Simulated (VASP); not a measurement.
Input:

```
BeSe
1.0
    0.00000     2.22246     2.22246
    2.22246     0.00000     2.22246
    2.22246     2.22246     0.00000
Be Se
1 1
Direct
  0.00000   0.00000   0.00000
  0.50000   0.50000   0.50000
```

These are PBEsol GGA, VASP's PBE PAW potentials (set 64) (plane waves; VASP) values and carry that method's errors. Numerical set-up: 500 eV cut-off, 10×10×10 Γ-centred mesh, Gaussian smearing of 0.050 eV, potentials Be Se.

Task: Predict the energy per atom (σ→0), pressure.

Result: 
The energy per atom (σ→0) is -3.855 eV/atom and the pressure comes out as 44.96 GPa.

Total energies compare only between runs with the same potentials, cut-off and functional.

The structure was generated: BeSe was put into the rock salt type (Fm-3m), which need not be its known phase. It was relaxed first under an external pressure of 45 GPa.
